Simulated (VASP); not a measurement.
Here is the system:

```yaml
crystal:
  lattice:
    - [0.00000, 2.49213, 2.49213]
    - [2.49213, 0.00000, 2.49213]
    - [2.49213, 2.49213, 0.00000]
  atoms:
    - { symbol: Ca, position: [0.00000, 0.00000, 0.00000] }
    - { symbol: O, position: [0.50000, 0.50000, 0.50000] }
```

Calculation: PBE GGA, VASP's PBE PAW potentials (set 64) (plane waves; VASP 6.6.1). Numerical set-up: 600 eV cut-off, 10×10×10 Γ-centred mesh, Gaussian smearing of 0.050 eV, potentials Ca_sv O.

**Question.** Give the stress tensor in GPa (positive for a compressed cell).

**Answer.** 
```
-7.79   0.00   0.00
 0.00  -7.79   0.00
 0.00   0.00  -7.79
```
The pressure is its mean diagonal, -7.79 GPa.

The compound is CaO in the rock salt structure. This cell was strained or had an atom moved on purpose.
